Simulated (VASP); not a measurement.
Method: optB86b-vdW, VASP's PBE PAW potentials (set 64) (plane waves; VASP).

VASP ran on this input.

### INCAR
```
! general
SYSTEM   = GaN
PREC     = Accurate
ENCUT    = 520
LREAL    = F
LASPH    = T

! electronic loop
EDIFF    = 1E-6
NELM     = 100
ALGO     = Normal
LMAXMIX  = 4

! smearing
ISMEAR   = 0
SIGMA    = 0.05

! functional
GGA      = MK
LUSE_VDW = T
AGGAC    = 0.0
PARAM1   = 0.1234
PARAM2   = 1.0

! ions
IBRION   = 2
NSW      = 60
ISIF     = 3
EDIFFG   = -0.02

! output
LWAVE    = F
LCHARG   = F
```

KPOINTS:
```
Automatic
0
G
7 7 4
```

**POSCAR**
```
GaN
1
    1.5912219442    -2.7560772156     0.0000000000
    1.5912219442     2.7560772156     0.0000000000
    0.0000000000     0.0000000000     5.1801024123
Ga N
2 2
Direct
  0.6666670000   0.3333330000   0.5000334008
  0.3333330000   0.6666670000   0.0000334008
  0.6666670000   0.3333330000   0.8769665992
  0.3333330000   0.6666670000   0.3769665992
```

POTCAR, in this order: Ga_d N (PBE.64 set). Program: vasp_std.

Predict the energy per atom (σ→0), volume per atom.

```
Quantity                       Result
---------------------  --------------
energy per atom (σ→0)  -3.843 eV/atom
volume per atom         11.54 Å³/atom
```

**OSZICAR**
```
...
DAV:   1    -0.154309761000E+02   -0.65005E-01   -0.89196E-01  1296   0.216E+01    0.150E+00
DAV:   2    -0.153858109302E+02    0.45165E-01   -0.11478E-01  1506   0.871E+00    0.717E-01
DAV:   3    -0.153727943797E+02    0.13017E-01   -0.27511E-02  1644   0.375E+00    0.154E-01
DAV:   4    -0.153723668828E+02    0.42750E-03   -0.31667E-03  1056   0.530E-01    0.123E-01
DAV:   5    -0.153718229346E+02    0.54395E-03   -0.46006E-04  1460   0.180E-01    0.677E-02
DAV:   6    -0.153715195293E+02    0.30341E-03   -0.30224E-04  1682   0.195E-01    0.409E-03
DAV:   7    -0.153715193305E+02    0.19873E-06   -0.95687E-06  1110   0.298E-02
   3 F= -.15371519E+02 E0= -.15371519E+02  d E =-.693549E-02
```

The compound is GaN in the wurtzite structure. This run relaxes it. Symmetry was kept, so distortions that lower it aren't found. The start is the result of an earlier pass.
